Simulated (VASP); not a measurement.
**Al2In2As4 (ordered alloy cell): computed properties**

Level of theory: PBEsol GGA, VASP's PBE PAW potentials (set 64) (plane waves; VASP 6.6.1).

| Property | Value |
|---|---|
| space group | P-4m2 (115) |
| cell | a = b = 4.1544 Å, c = 5.8757 Å, α = β = γ = 90.00° |
| volume per atom | 25.35 Å³/atom |
| band gap (on the k-mesh) | 0.64 eV |
| smallest direct gap (on the k-mesh) | 0.64 eV |
| band-edge character | direct, Γ to Γ |
| density | 4.78 g/cm³ |

```cif
data_Al2As4In2
_chemical_formula_sum 'In2 As4 Al2'
_space_group_name_H-M_alt 'P 1'
_space_group_IT_number 1
_cell_length_a 5.87527
_cell_length_b 5.87527
_cell_length_c 5.87566
_cell_angle_alpha 90.000
_cell_angle_beta 90.000
_cell_angle_gamma 90.000
loop_
_space_group_symop_operation_xyz
  'x, y, z'
loop_
_atom_site_label
_atom_site_type_symbol
_atom_site_fract_x
_atom_site_fract_y
_atom_site_fract_z
_atom_site_occupancy
In1 In 0.00000 0.00000 0.00000 1
In2 In 0.50000 0.50000 0.00000 1
As1 As 0.25000 0.25000 0.27096 1
As2 As 0.75000 0.75000 0.27096 1
As3 As 0.75000 0.25000 0.72904 1
As4 As 0.25000 0.75000 0.72904 1
Al1 Al 0.50000 0.00000 0.50000 1
Al2 Al 0.00000 0.50000 0.50000 1
```

Unless said otherwise, spin-orbit coupling is left out, though it shifts the bands of the heavy elements here.

The structure was generated: Al2In2As4 was put into an ordered model structure (P-4m2), which need not be its known phase. It was relaxed first. Symmetry was kept, so distortions that lower it aren't found.
